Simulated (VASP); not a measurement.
Given:

```
CELL_PARAMETERS angstrom
      0.00000     3.00465     3.00465
      3.00465     0.00000     3.00465
      3.00465     3.00465     0.00000
ATOMIC_POSITIONS crystal
  Cu 0.00000 0.00000 0.00000
  I  0.25000 0.25000 0.25000
```

Level of theory: r2SCAN meta-GGA, VASP's PBE PAW potentials (set 64) (plane waves; VASP). Settings: 400 eV cut-off, 14×14×14 Γ-centred mesh, Gaussian smearing of 0.010 eV, potentials Cu I.

Unless said otherwise, spin-orbit coupling is left out, though it shifts the bands of the heavy elements here.

### Question
Estimate the energy per atom (σ→0), band gap (on the k-mesh) with the smallest direct gap where there is one.

### Answer

* **band gap (on the k-mesh)**: 1.69 eV
* **smallest direct gap (on the k-mesh)**: 1.69 eV
* **energy per atom (σ→0)**: -17.896 eV/atom

The compound is CuI in the zinc blende structure. It was relaxed first.
